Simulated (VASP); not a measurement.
Level of theory: rev-vdW-DF2, VASP's PBE PAW potentials (set 64) (plane waves; VASP).

VASP ran on this input.

### POSCAR
```
CoSi2
1
    0.0000000000     2.6192900678     2.6192900678
    2.6192900678     0.0000000000     2.6192900678
    2.6192900678     2.6192900678     0.0000000000
Co Si
1 2
Direct
  0.0000000000   0.0000000000   0.0000000000
  0.2500000000   0.2500000000   0.2500000000
  0.7500000000   0.7500000000   0.7500000000
```

### KPOINTS
```
Automatic
0
G
10 10 10
```

### INCAR
```
LREAL  =  .FALSE.   ! projection in real space or not
PREC  =  Accurate
ISIF  =  2
GGA  =  MK
ISMEAR  =  1   ! Methfessel-Paxton
LASPH  =  .TRUE.
LWAVE  =  .FALSE.
ZAB_VDW  =  -1.8867
EDIFF  =  1E-7   ! SCF stop (eV)
ALGO  =  Normal
LMAXMIX  =  4   ! l cut-off of mixed one-centre charges
PARAM2  =  0.7114
SYSTEM  =  CoSi2
NELM  =  100   ! most electronic steps
LCHARG  =  .FALSE.
SIGMA  =  0.1   ! width (eV)
ENCUT  =  520   ! plane-wave cut-off (eV)
PARAM1  =  0.1234568
LUSE_VDW  =  .TRUE.
AGGAC  =  0.0
```

POTCAR, in this order: Co Si (PBE.64 set). Program: vasp_std.

Output of the run:

File OSZICAR:
```
       N       E                     dE             d eps       ncg     rms          rms(c)
DAV:   1     0.779841904228E+02    0.77984E+02   -0.71012E+03  1128   0.137E+03
DAV:   2    -0.117870783973E+02   -0.89771E+02   -0.84122E+02  1152   0.262E+02
DAV:   3    -0.161867853733E+02   -0.43997E+01   -0.41949E+01  1440   0.671E+01
DAV:   4    -0.162938459151E+02   -0.10706E+00   -0.10683E+00  1372   0.971E+00
DAV:   5    -0.162968824894E+02   -0.30366E-02   -0.30356E-02  1516   0.171E+00    0.146E+01
DAV:   6    -0.187426028717E+02   -0.24457E+01   -0.32106E+01  1380   0.124E+02    0.147E+01
DAV:   7    -0.150709602142E+02    0.36716E+01   -0.14037E+01  1484   0.983E+01    0.390E+00
DAV:   8    -0.150551110566E+02    0.15849E-01   -0.70059E-01  1248   0.672E+00    0.165E+00
DAV:   9    -0.150301381108E+02    0.24973E-01   -0.99400E-02  1440   0.700E+00    0.411E-01
DAV:  10    -0.150304475430E+02   -0.30943E-03   -0.79792E-03  1544   0.154E+00    0.178E-01
DAV:  11    -0.150301132003E+02    0.33434E-03   -0.13559E-03  1496   0.832E-01    0.349E-02
DAV:  12    -0.150301216793E+02   -0.84790E-05   -0.60998E-05  1308   0.723E-02    0.133E-02
DAV:  13    -0.150301211651E+02    0.51420E-06   -0.49918E-06  1756   0.367E-02    0.604E-03
DAV:  14    -0.150301212610E+02   -0.95890E-07   -0.33516E-07  1336   0.537E-03
   1 F= -.15030121E+02 E0= -.15030367E+02  d E =0.736168E-03
```

File OUTCAR:
```
------------------------ aborting loop because EDIFF is reached ----------------------------------------
  FORCE on cell =-STRESS in cart. coord.  units (eV):
  Direction    XX          YY          ZZ          XY          YZ          ZX
  --------------------------------------------------------------------------------------
  Total        2.8255439      2.8255439      2.8255439     -0.0000000      0.0000000     -0.0000000
  in kB      125.9597691    125.9597691    125.9597691     -0.0000000      0.0000000     -0.0000000
  external PRESSURE =     125.9597691 kB  Pullay stress =       0.0000000 kB
  volume of cell :       35.94
      direct lattice vectors                 reciprocal lattice vectors
     0.000000000  2.619290068  2.619290068    -0.190891420  0.190891420  0.190891420
     2.619290068  0.000000000  2.619290068     0.190891420 -0.190891420  0.190891420
     2.619290068  2.619290068  0.000000000     0.190891420  0.190891420 -0.190891420
 POSITION                                       TOTAL-FORCE (eV/Angst)
 -----------------------------------------------------------------------------------
      0.00000      0.00000      0.00000        -0.000000      0.000000     -0.000000
      1.30965      1.30965      1.30965        -0.000000     -0.000000      0.000000
      3.92894      3.92894      3.92894         0.000000      0.000000      0.000000
 -----------------------------------------------------------------------------------
    total drift:                               -0.000000     -0.000000      0.000000
  FREE ENERGIE OF THE ION-ELECTRON SYSTEM (eV)
  ---------------------------------------------------
  free  energy   TOTEN  =       -15.0301212610 eV

  energy  without entropy=      -15.0308574291  energy(sigma->0) =      -15.03036665
```
(Selected blocks of OUTCAR.)

File OUTCAR:
```
 val. band max:       10.8917798435   @ k =   0.4000   0.0000   0.0000

 cond. band min:      10.9729960616   @ k =  -0.2000   0.3000   0.1000


 Fermi energy:        10.9362578417

 k-point     1 :       0.0000    0.0000    0.0000
  band No.  band energies     occupation
      1      -2.6717      2.00000
      2       6.5667      2.00000
      3       6.5667      2.00000
      4       6.5667      2.00000
      5       8.8135      2.00000
      6       8.8135      2.00000
      7      12.3624     -0.00000
      8      14.4565      0.00000
      9      14.4565      0.00000
     10      14.6372      0.00000
     11      14.6372      0.00000
     12      14.6372      0.00000

 k-point     2 :       0.1000    0.0000    0.0000
  band No.  band energies     occupation
      1      -2.5122      2.00000
      2       6.2243      2.00000
      3       6.6237      2.00000
      4       6.6237      2.00000
      5       8.7664      2.00000
      6       8.7664      2.00000
      7      12.1485     -0.00000
      8      13.0624      0.00000
      9      13.6114      0.00000
     10      13.6114      0.00000
     11      15.5315      0.00000
     12      15.5315      0.00000

 k-point     3 :       0.2000    0.0000    0.0000
  band No.  band energies     occupation
      1      -2.0380      2.00000
      2       5.3096      2.00000
      3       6.7716      2.00000
      4       6.7716      2.00000
      5       8.6823      2.00000
      6       8.6823      2.00000
      7      10.6699      2.00108
      8      12.6918     -0.00000
      9      12.6918     -0.00000
     10      13.4350      0.00000
     11      15.3688      0.00000
     12      15.3688      0.00000

 k-point     4 :       0.3000    0.0000    0.0000
  band No.  band energies     occupation
      1      -1.2641      2.00000
      2       4.0197      2.00000
      3       6.9380      2.00000
      4       6.9380      2.00000
      5       8.6999      2.00000
      6       8.6999      2.00000
...
```

The compound is CoSi2 in the fluorite structure. This cell is one point of a volume scan, at 0.94 of the reference volume. The run is not spin-polarised, so no magnetic state was tried. The electron count is odd and the run is not spin-polarised, which forces a metal.
